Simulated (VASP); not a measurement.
Computed with PBE GGA with D3 dispersion (zero damping), VASP's PBE PAW potentials (set 64) (plane waves; VASP).

Input for VASP

INCAR:
```
ALGO = Normal
EDIFF = 1E-7
ENCUT = 520
GGA = PE
ICHARG = 11
ISMEAR = 0
IVDW = 11
LASPH = .True.
LCHARG = .False.
LMAXMIX = 4
LORBIT = 11
LREAL = .False.
LWAVE = .False.
NELM = 100
PREC = Accurate
SIGMA = 0.05
SYSTEM = Rb
```

POSCAR:
```
Rb
1
   -2.8106782760     2.8106782760     2.8106782760
    2.8106782760    -2.8106782760     2.8106782760
    2.8106782760     2.8106782760    -2.8106782760
Rb
1
Direct
  0.0000000000   0.0000000000   0.0000000000
```

KPOINTS:
```
k-points along high-symmetry lines
15
Line-mode
Reciprocal
  0.000000   0.000000   0.000000 ! GAMMA
  0.500000  -0.500000   0.500000 ! H

  0.500000  -0.500000   0.500000 ! H
  0.000000  -0.000000   0.500000 ! N

  0.000000  -0.000000   0.500000 ! N
  0.000000   0.000000   0.000000 ! GAMMA

  0.000000   0.000000   0.000000 ! GAMMA
  0.250000   0.250000   0.250000 ! P

  0.250000   0.250000   0.250000 ! P
  0.500000  -0.500000   0.500000 ! H

  0.250000   0.250000   0.250000 ! P
  0.000000  -0.000000   0.500000 ! N
```

POTCAR, in this order: Rb_sv (PBE.64 set). Program: vasp_std. Read from the step before: CHGCAR.

**Question.** What will the output report for the number of irreducible k-points (NKPTS), largest plane-wave count, number of space-group operations, FFT grid (NGX, NGY, NGZ)?

**Answer.** 
The number of irreducible k-points (NKPTS) is 90 and the largest plane-wave count is 2454. The number of space-group operations comes out as 48 and the FFT grid (NGX, NGY, NGZ) comes out as 36 × 36 × 36.

The compound is Rb in the bcc structure. It was relaxed first.
